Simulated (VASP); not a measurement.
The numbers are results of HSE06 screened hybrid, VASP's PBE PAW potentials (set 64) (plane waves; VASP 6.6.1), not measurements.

VASP ran on this input.

KPOINTS:
```
Automatic
0
gamma
1 1 1
0 0 0
```

POSCAR:
```
Ga32As31P
11.522210
  1.0000000366   0.0000000000   0.0000000000
  0.0000000000   1.0000000366   0.0000000000
  0.0000000000   0.0000000000   1.0000000366
Ga As P
32 31 1
direct
  0.4998038203   0.0005788046   0.0003772279
  0.7500515838   0.2498377858   0.0001336624
  0.7498641515   0.0001189491   0.2497794975
  0.0000768652   0.9999803399   0.9999207042
  0.2502206674   0.2496286535   0.0001935313
  0.4999581384   0.5002475921   0.9999025678
  0.7502730603   0.7493742275   0.0004070918
  0.2503335805   0.0004150085   0.2498605934
  0.5024554925   0.2530613177   0.2526999598
  0.7457702353   0.4959669107   0.2535814615
  0.4996918276   0.0000705786   0.4998294838
  0.7461834888   0.2523590911   0.4965817991
  0.7503041324   0.0001720236   0.7497181971
  0.9992827242   0.5002440933   0.0004525646
  0.2499557254   0.7500953577   0.9999107488
  0.9997555132   0.2501192118   0.2498831930
  0.2497107527   0.4999658081   0.2498136223
  0.5001503730   0.7500601919   0.2497155083
  0.9995451132   0.0003879168   0.5003415408
  0.2501242909   0.2498474600   0.4999710865
  0.5020181334   0.4973305376   0.4968500804
  0.7500717147   0.7494037164   0.4998535004
  0.2499265241   0.9999875360   0.7500733736
  0.4999247740   0.2502032552   0.7498191444
  0.7499871217   0.4996971851   0.7492049608
  0.9990866787   0.7491779587   0.2500068678
  0.9991174001   0.4998875489   0.4999624439
  0.2500147323   0.7497954632   0.5004046894
  0.9991942889   0.2500202697   0.7491747065
  0.2501586530   0.5001840323   0.7496580442
  0.4999376030   0.7495215844   0.7494105264
  0.0000518040   0.7500260490   0.7500439416
  0.6247793386   0.1258453790   0.1257748698
  0.8738549247   0.3751728047   0.1259876384
  0.8741075709   0.1257453853   0.3749673086
  0.1249609039   0.1249656669   0.1250409572
  0.3755543448   0.3750149292   0.1254997856
  0.6251270166   0.6240190347   0.1258996824
  0.8749864360   0.8749492860   0.1250185983
  0.3756517565   0.1257389101   0.3747993964
  0.8736027687   0.6236166379   0.3746212325
  0.6248534956   0.1255490285   0.6243134095
  0.8737055578   0.3745318073   0.6236885909
  0.8750320162   0.1250560477   0.8749826392
  0.1248776484   0.6250925215   0.1249903265
  0.3749476827   0.8750662245   0.1249534253
  0.1248609691   0.3750272736   0.3750855866
  0.3754688902   0.6245118576   0.3748370327
  0.6250395585   0.8749731453   0.3749983263
  0.1249872996   0.1250871964   0.6249824635
  0.3755658026   0.3751182862   0.6242231689
  0.6247450244   0.6240533223   0.6239806528
  0.8749396405   0.8747715685   0.6248877695
  0.3750417393   0.1250235383   0.8749479405
  0.6250695823   0.3750549327   0.8749604383
  0.8748654290   0.6248401293   0.8747538058
  0.1247820100   0.8749157172   0.3748575504
  0.1247110194   0.6248464259   0.6249197813
  0.3749967698   0.8750000709   0.6250006438
  0.1247396115   0.3749914544   0.8750247356
  0.3749701846   0.6250722289   0.8749236655
  0.6248957358   0.8748901287   0.8751403825
  0.1250265679   0.8749964483   0.8750551014
  0.6237827395   0.3744981535   0.3753667729
```

INCAR:
```
SYSTEM=Ga32As31P
PREC=Normal; ENCUT=400; LREAL=Auto
LASPH=.TRUE.; ISYM=0
EDIFF=1E-5; NELM=50; NELMIN=4
ALGO=Normal; LMAXMIX=4
ISMEAR=0; SIGMA=0.05
GGA=PE; LHFCALC=.TRUE.; AEXX=0.25
HFSCREEN=0.2; PRECFOCK=Fast
ISIF=0
LWAVE=.FALSE.; LCHARG=.FALSE.
```

POTCAR, in this order: Ga As P (PBE.64 set). Program: vasp_gam. Read from the step before: WAVECAR.

What VASP printed:

**OUTCAR**
```
 ion  position               nearest neighbor table
   1  0.500  0.001  0.000-  54 2.49  46 2.49  33 2.50  62 2.50
   2  0.750  0.250  0.000-  33 2.49  44 2.49  34 2.49  55 2.50
   3  0.750  0.000  0.250-  33 2.49  39 2.49  35 2.50  49 2.50
   4  0.000  1.000  1.000-  63 2.49  36 2.49  44 2.50  39 2.50
   5  0.250  0.250  0.000-  54 2.49  36 2.49  60 2.50  37 2.50
   6  0.500  0.500  1.000-  61 2.49  38 2.49  37 2.50  55 2.50
   7  0.750  0.749  0.000-  56 2.49  39 2.49  38 2.50  62 2.50
   8  0.250  0.000  0.250-  36 2.49  46 2.49  40 2.50  57 2.50
   9  0.502  0.253  0.253-  64 2.43  37 2.50  40 2.50  33 2.50
  10  0.746  0.496  0.254-  64 2.43  38 2.50  34 2.51  41 2.51
  11  0.500  0.000  0.500-  40 2.49  59 2.49  42 2.50  49 2.50
  12  0.746  0.252  0.497-  64 2.43  42 2.50  35 2.50  43 2.51
  13  0.750  0.000  0.750-  53 2.49  44 2.49  62 2.50  42 2.50
  14  0.999  0.500  0.000-  56 2.49  45 2.49  34 2.50  60 2.50
  15  0.250  0.750  1.000-  63 2.49  46 2.49  61 2.49  45 2.50
  16  1.000  0.250  0.250-  34 2.49  35 2.50  36 2.50  47 2.50
  17  0.250  0.500  0.250-  45 2.49  47 2.50  37 2.50  48 2.50
  18  0.500  0.750  0.250-  38 2.49  46 2.49  49 2.50  48 2.50
  19  1.000  0.000  0.500-  53 2.49  50 2.49  35 2.50  57 2.50
  20  0.250  0.250  0.500-  40 2.49  50 2.49  51 2.49  47 2.50
  21  0.502  0.497  0.497-  64 2.44  48 2.50  51 2.50  52 2.51
  22  0.750  0.749  0.500-  41 2.49  52 2.49  53 2.50  49 2.50
  23  0.250  1.000  0.750-  63 2.49  54 2.49  50 2.50  59 2.50
  24  0.500  0.250  0.750-  51 2.49  42 2.50  55 2.50  54 2.50
  25  0.750  0.500  0.749-  43 2.49  52 2.49  55 2.50  56 2.50
  26  0.999  0.749  0.250-  39 2.49  45 2.49  41 2.50  57 2.50
  27  0.999  0.500  0.500-  43 2.49  41 2.49  47 2.50  58 2.50
  28  0.250  0.750  0.500-  58 2.49  59 2.49  57 2.50  48 2.50
  29  0.999  0.250  0.749-  50 2.49  44 2.49  43 2.50  60 2.50
  30  0.250  0.500  0.750-  58 2.49  61 2.49  51 2.50  60 2.50
  31  0.500  0.750  0.749-  59 2.49  61 2.49  52 2.50  62 2.50
  32  0.000  0.750  0.750-  63 2.49  58 2.49  53 2.49  56 2.50
  33  0.625  0.126  0.126-   3 2.49   2 2.49   1 2.50   9 2.50
  34  0.874  0.375  0.126-  16 2.49   2 2.49  14 2.50  10 2.51
  35  0.874  0.126  0.375-   3 2.50  16 2.50  19 2.50  12 2.50
  36  0.125  0.125  0.125-   8 2.49   5 2.49   4 2.49  16 2.50
  37  0.376  0.375  0.125-  17 2.50   6 2.50   5 2.50   9 2.50
  38  0.625  0.624  0.126-  18 2.49   6 2.49   7 2.50  10 2.50
  39  0.875  0.875  0.125-  26 2.49   7 2.49   3 2.49   4 2.50
...
```

### OSZICAR
```
       N       E                     dE             d eps       ncg     rms          rms(c)
DAV:   1    -0.312845217270E+03   -0.31285E+03   -0.22292E+01   322   0.125E+01    0.139E+01
DAV:   2    -0.312982670844E+03   -0.13745E+00   -0.58354E-01   355   0.115E+00    0.921E+00
DAV:   3    -0.312929796074E+03    0.52875E-01   -0.30983E-02   355   0.309E-01    0.539E+00
DAV:   4    -0.312909758043E+03    0.20038E-01   -0.13979E-02   372   0.195E-01    0.306E+00
DAV:   5    -0.312903452173E+03    0.63059E-02   -0.42919E-03   372   0.105E-01    0.172E+00
DAV:   6    -0.312901275185E+03    0.21770E-02   -0.94139E-04   364   0.551E-02    0.957E-01
DAV:   7    -0.312900516210E+03    0.75897E-03   -0.28365E-04   340   0.330E-02    0.527E-01
DAV:   8    -0.312900272644E+03    0.24357E-03   -0.10630E-04   347   0.207E-02    0.286E-01
DAV:   9    -0.312900202806E+03    0.69838E-04   -0.35399E-05   275   0.124E-02    0.154E-01
DAV:  10    -0.312900186965E+03    0.15841E-04   -0.12630E-05   195   0.783E-03    0.838E-02
DAV:  11    -0.312900186281E+03    0.68491E-06   -0.51252E-06   187   0.483E-03
   1 F= -.31290019E+03 E0= -.31290019E+03  d E =-.104840E-10
```

File OUTCAR:
```
------------------------ aborting loop because EDIFF is reached ----------------------------------------
  volume of cell :     1529.70
      direct lattice vectors                 reciprocal lattice vectors
    11.522210422  0.000000000  0.000000000     0.086788903  0.000000000  0.000000000
     0.000000000 11.522210422  0.000000000     0.000000000  0.086788903  0.000000000
     0.000000000  0.000000000 11.522210422     0.000000000  0.000000000  0.086788903
  FREE ENERGIE OF THE ION-ELECTRON SYSTEM (eV)
  ---------------------------------------------------
  free  energy   TOTEN  =      -312.9001862806 eV

  energy  without entropy=     -312.9001862806  energy(sigma->0) =     -312.90018628

  exchange ACFDT corr.  =         0.00000000  see jH, gK, PRB 81, 115126
```
(Selected blocks of OUTCAR.)

The supercell is sampled at Γ alone, which is coarse: total energies, pressure and levels can be off, energies of defects by several tenths of an eV.

The cell is a supercell with a defect, built from GaAs (zinc blende): P_As. The cell's shape comes from a PBE relaxation. The run is not spin-polarised, so no state with unpaired spins was tried.
